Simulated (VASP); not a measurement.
An input for Ansatz (written as the equivalent of a VASP run, and not itself run):

Ansatz 0.2 input:
```yaml
crystal:
  lattice:
    - [0.0000000, 2.7881184, 2.7881184]
    - [2.7881184, 0.0000000, 2.7881184]
    - [2.7881184, 2.7881184, 0.0000000]
  atoms:
    - { symbol: Ba, position: [0.0000000, 0.0000000, 0.0000000] }
    - { symbol: O, position: [0.5000000, 0.5000000, 0.5000000] }
kpoints:
  mp_grid: { grid: [9, 9, 9] }
hamiltonian:
  xc: pbe
  dispersion: d4
  pseudopotentials: { kind: paw }
scf:
  occupations: { method: tetrahedron }
  max_iter: 100
output: { forces: true, stress: true, eigenvalues: true }
```

Translate this input to VASP (INCAR, KPOINTS, POSCAR, choice of POTCAR).

This is not unique; one that fits is 
KPOINTS:
```
Automatic
0
gamma
 9 9 9
```

### POSCAR
```
BaO
3.9429950
  0.0000000000   0.7071067622   0.7071067622
  0.7071067622   0.0000000000   0.7071067622
  0.7071067622   0.7071067622   0.0000000000
Ba O
1 1
Cart
  0.0000000000   0.0000000000   0.0000000000
  0.7071067622   0.7071067622   0.7071067622
```

**INCAR**
```
ALGO=Normal
EDIFF=1E-7
ENCUT=520
GGA=PE
ISIF=2
ISMEAR=-5
IVDW=13
LASPH=T
LCHARG=T
LMAXMIX=4
LORBIT=11
LREAL=F
LWAVE=F
NEDOS=601
NELM=100
PREC=Accurate
SYSTEM=BaO
```

POTCAR, in this order: Ba_sv O (PBE.64 set). Program: vasp_std.

What does not carry over: each code has its own PAW files, so the cut-off isn't converted (ENCUT is set for VASP's; basis.ecutwfc is left out, and Ansatz then takes the one that its files recommend); Ansatz stops its SCF on the density residual and VASP on the energy change (EDIFF).

The compound is BaO in the rock salt structure. It was relaxed first.
